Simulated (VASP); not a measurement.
Shape and ions are relaxed at each volume.

Consider the following.

```xyz
6
Lattice="4.1763 0.0000 0.0000 0.0000 4.1763 0.0000 0.0000 0.0000 2.6735" Properties=species:S:1:pos:R:3 pbc="T T T"
Si     0.0000     0.0000     0.0000
Si     2.0882     2.0882     1.3368
O      1.2765     1.2765     0.0000
O      3.3647     0.8117     1.3368
O      0.8117     3.3647     1.3368
O      2.8998     2.8998     0.0000
```

Calculation: r2SCAN+rVV10, VASP's PBE PAW potentials (set 64) (plane waves; VASP 6.6.1). Run with 520 eV cut-off, 5×5×8 Γ-centred mesh, Gaussian smearing of 0.050 eV, potentials Si O.

Question: Give the energy at these volumes per atom, relative to the lowest: 7.29, 7.53, 7.76, 7.99, 8.23 Å³.

Answer: 32.3, 8.0, 0.0, 5.7, 22.7 meV/atom. A third-order Birch-Murnaghan fit gives B0 = 309 GPa and B0′ = 5.2.

Measured: bulk modulus 310 GPa at 300 K (computed value off by -0.2 %), as given by arXiv:1001.2066. The calculation is for a static lattice, while the measured bulk modulus holds thermal and zero-point effects, which are part of the difference.

The compound is SiO2 in the rutile structure, stishovite, a high-pressure form. It was relaxed first.
